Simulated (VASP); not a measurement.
Output of a VASP run:

OUTCAR:
```
 ion  position               nearest neighbor table
   1  0.667  0.333  0.500-   2 2.27   3 2.27   2 2.27   3 2.27   2 2.27   3 2.27
   2  0.333  0.667  0.415-   1 2.27   1 2.27   1 2.27
   3  0.333  0.667  0.585-   1 2.27   1 2.27   1 2.27
  LATTYP: Found a hexagonal cell.
 ALAT       =     3.0448080000
 C/A-ratio  =     5.5429097664
 Subroutine PRICEL returns:
 Original cell was already a primitive cell.
 Subroutine GETGRP returns: Found 12 space group operations
The static configuration has the point symmetry D_3h.
The dynamic configuration has the point symmetry D_3h.
 Subroutine INISYM returns: Found 12 space group operations
 Subroutine IBZKPT returns following result:
 Found     19 irreducible k-points:

 Following reciprocal coordinates:
            Coordinates               Weight
  0.000000  0.000000  0.000000      1.000000
  0.083333  0.000000  0.000000      6.000000
  0.166667  0.000000  0.000000      6.000000
  0.250000  0.000000  0.000000      6.000000
  0.333333  0.000000  0.000000      6.000000
  0.416667  0.000000  0.000000      6.000000
  0.500000  0.000000  0.000000      3.000000
  0.083333  0.083333  0.000000      6.000000
  0.166667  0.083333  0.000000     12.000000
  0.250000  0.083333  0.000000     12.000000
  0.333333  0.083333  0.000000     12.000000
  0.416667  0.083333  0.000000     12.000000
  0.166667  0.166667  0.000000      6.000000
  0.250000  0.166667  0.000000     12.000000
  0.333333  0.166667  0.000000     12.000000
  0.416667  0.166667  0.000000      6.000000
  0.250000  0.250000  0.000000      6.000000
  0.333333  0.250000  0.000000     12.000000
  0.333333  0.333333  0.000000      2.000000
   k-points           NKPTS =     19   k-points in BZ     NKDIM =     19   number of bands    NBANDS=     11
   number of dos      NEDOS =    301   number of ions     NIONS =      3
   total plane-waves  NPLWV =  31104
   dimension x,y,z NGX =    18 NGY =   18 NGZ =   96
   dimension x,y,z NGXF=    36 NGYF=   36 NGZF=  192
   ions per type =               1   2
   PREC   = accura    normal or accurate (medium, high low for compatibility)
   ISTART =      0    job   : 0-new  1-cont  2-samecut
   ICHARG =      2    charge: 1-file 2-atom 10-const
   ISPIN  =      1    spin polarized calculation?
   LNONCOLLINEAR =      F non collinear calculations
   LSORBIT =      F    spin-orbit coupling
   INIWAV =      1    electr: 0-lowe 1-rand  2-diag
   ENCUT  =  300.0 eV  22.05 Ry    4.70 a.u.   4.30  4.30 23.83*2*pi/ulx,y,z
   NELM   =    100;   NELMIN=  2; NELMDL= -5     # of ELM steps
   EDIFF  = 0.1E-05   stopping-criterion for ELM
   LREAL  =      F    real-space projection
   NLSPLINE    = F    spline interpolate recip. space projectors
   LMAXMIX     =    4 max onsite mixed and CHGCAR
   VOSKOWN=      0    Vosko Wilk Nusair interpolation
   EDIFFG = 0.1E-04   stopping-criterion for IOM
   NSW    =      0    number of steps for IOM
   NBLOCK =      1;   KBLOCK =      1    inner block; outer block
   IBRION =     -1    ionic relax: 0-MD 1-quasi-New 2-CG
   NFREE  =      0    steps in history (QN), initial steepest desc. (CG)
   ISIF   =      2    stress and relaxation
   ISYM   =      2    0-nonsym 1-usesym 2-fastsym
   TEIN   =    0.0    initial temperature
   TEBEG  =    0.0;   TEEND  =   0.0 temperature during run
   SMASS  =  -3.00    Nose mass-parameter (am)
   PSTRESS=    0.0 pullay stress
   NELECT =      14.0000    total number of electrons
   EFERMI =   0.00;   METHOD = LEGACY
   ISMEAR =    -1;   SIGMA  =   0.10  broadening in eV -4-tet -1-fermi 0-gaus
   IALGO  =     38    algorithm
   LDIAG  =      T    sub-space diagonalisation (order eigenvalues)
   IMIX   =      4    mixing-type and parameters
     AMIX     =   0.40;   BMIX     =  1.00
     AMIX_MAG =   1.60;   BMIX_MAG =  1.00
     AMIN     =   0.10
   GGA     = PE    functional components
   VOSKOWN =     0    Vosko Wilk Nusair interpolation
   LHFCALC =     F    Hartree Fock is set to
...
```

### OSZICAR
```
       N       E                     dE             d eps       ncg     rms          rms(c)
DAV:   1     0.341583575664E+02    0.34158E+02   -0.60215E+03   613   0.655E+02
DAV:   2    -0.118812892960E+02   -0.46040E+02   -0.44998E+02   579   0.179E+02
DAV:   3    -0.160963430901E+02   -0.42151E+01   -0.41825E+01   752   0.368E+01
DAV:   4    -0.162844008421E+02   -0.18806E+00   -0.18757E+00   538   0.700E+00
DAV:   5    -0.162881463174E+02   -0.37455E-02   -0.37413E-02   684   0.948E-01    0.119E+01
DAV:   6    -0.153654792825E+02    0.92267E+00   -0.13119E+00   484   0.969E+00    0.474E+00
DAV:   7    -0.151693948377E+02    0.19608E+00   -0.61209E-01   511   0.602E+00    0.883E-01
DAV:   8    -0.151516539424E+02    0.17741E-01   -0.74437E-02   493   0.205E+00    0.237E-01
DAV:   9    -0.151493246841E+02    0.23293E-02   -0.33101E-03   529   0.401E-01    0.108E-01
DAV:  10    -0.151479654036E+02    0.13593E-02   -0.12470E-03   523   0.227E-01    0.594E-02
DAV:  11    -0.151477137602E+02    0.25164E-03   -0.45678E-04   606   0.115E-01    0.446E-02
DAV:  12    -0.151477656693E+02   -0.51909E-04   -0.51547E-04   505   0.121E-01    0.192E-02
DAV:  13    -0.151479892248E+02   -0.22356E-03   -0.15326E-04   478   0.654E-02    0.131E-02
DAV:  14    -0.151480592126E+02   -0.69988E-04   -0.73009E-06   568   0.149E-02    0.629E-03
DAV:  15    -0.151482839158E+02   -0.22470E-03   -0.21281E-05   462   0.190E-02    0.326E-03
DAV:  16    -0.151484051159E+02   -0.12120E-03   -0.17204E-05   579   0.144E-02    0.458E-03
DAV:  17    -0.151484516097E+02   -0.46494E-04   -0.47800E-06   564   0.896E-03    0.110E-03
DAV:  18    -0.151484665660E+02   -0.14956E-04   -0.11674E-06   522   0.353E-03    0.728E-04
DAV:  19    -0.151484710081E+02   -0.44420E-05   -0.31289E-07   393   0.204E-03    0.168E-04
DAV:  20    -0.151484722909E+02   -0.12828E-05   -0.87783E-08   293   0.112E-03    0.673E-05
DAV:  21    -0.151484723406E+02   -0.49710E-07   -0.22521E-08   242   0.513E-04
   1 F= -.15148472E+02 E0= -.15129750E+02  d E =-.374449E-01
```

**OUTCAR**
```
------------------------ aborting loop because EDIFF is reached ----------------------------------------
  FORCE on cell =-STRESS in cart. coord.  units (eV):
  Direction    XX          YY          ZZ          XY          YZ          ZX
  --------------------------------------------------------------------------------------
  Total       -0.8683846     -0.8683845     -2.6944952     -0.0000003      0.0000000      0.0000000
  in kB      -10.2677317    -10.2677311    -31.8595640     -0.0000039      0.0000000      0.0000000
  external PRESSURE =     -17.4650089 kB  Pullay stress =       0.0000000 kB
  volume of cell :      135.50
      direct lattice vectors                 reciprocal lattice vectors
     3.044808000  0.000000000  0.000000000     0.328427934  0.189617837  0.000000000
    -1.522403000  2.636881000  0.000000000     0.000000000  0.379235923  0.000000000
     0.000000000  0.000000000 16.877096000     0.000000000  0.000000000  0.059251900
 POSITION                                       TOTAL-FORCE (eV/Angst)
 -----------------------------------------------------------------------------------
      1.52241      0.87896      8.43855         0.000000      0.000000      0.000000
     -0.00000      1.75792      6.99999         0.000000      0.000000      0.784030
     -0.00000      1.75792      9.87710         0.000000      0.000000     -0.784030
 -----------------------------------------------------------------------------------
    total drift:                               -0.002419      0.001395      0.000000
  FREE ENERGIE OF THE ION-ELECTRON SYSTEM (eV)
  ---------------------------------------------------
  free  energy   TOTEN  =       -15.1484723406 eV

  energy  without entropy=      -15.1110274475  energy(sigma->0) =      -15.12974989
```
(Selected blocks of OUTCAR.)

POSCAR:
```
ZrH2
1
    3.0448080000     0.0000000000     0.0000000000
   -1.5224030000     2.6368810000     0.0000000000
    0.0000000000     0.0000000000    16.8770960000
Zr H
1 2
Direct
  0.6666670000   0.3333330000   0.5000000000
  0.3333330000   0.6666670000   0.4147630000
  0.3333330000   0.6666670000   0.5852370000
```

Q: Write an INCAR and KPOINTS that could have produced this output.

A: One answer among several that fit: the input of the run itself, PBE GGA, plane waves, VASP's PBE PAW potentials (set 64).

### INCAR
```
SYSTEM = ZrH2
PREC = Accurate
ENCUT = 300
EDIFF = 1E-6
NELM = 100
ALGO = Normal
LREAL = .FALSE.
LASPH = .TRUE.
ISMEAR = -1
SIGMA = 0.1
GGA = PE
LMAXMIX = 4
LWAVE = .FALSE.
LCHARG = .FALSE.
ISIF = 2
```

**KPOINTS**
```
Automatic mesh
0
Gamma
12 12 1
0 0 0
```

POTCAR, in this order: Zr_sv H (PBE.64 set). Program: vasp_std.

At this cut-off the stress carries a Pulay error, which pulls relaxed volumes low. The cell holds a wide vacuum, so values per volume refer to the whole cell.

The cell is a sheet with vacuum, built from a generated structure.
